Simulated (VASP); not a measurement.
Consider the following.

```
CdZnS2
1.0
    3.93430     0.00000     0.00000
   -1.96715     3.40720     0.00000
    0.00000     0.00000     6.52149
Zn Cd S
1 1 2
Direct
  0.00000   0.00000   0.99889
  0.33333   0.66667   0.50725
  0.33333   0.66667   0.89225
  0.00000   0.00000   0.35360
```

The numbers are results of PBEsol GGA, VASP's PBE PAW potentials (set 64) (plane waves; VASP 6.6.1), not measurements. Run with 400 eV cut-off, 7×7×4 Γ-centred mesh, tetrahedra with Blöchl corrections, potentials Zn Cd S.

Problem. Estimate the energy per atom (σ→0).

Solution. 
```json
{
 "energy per atom (σ→0)": "-3.567 eV/atom"
}
```

The structure comes from a computed database's ZnCdS2 entry (P3m1); how it stands against other phases isn't given here. It was relaxed first, which changed the volume by -5 %.
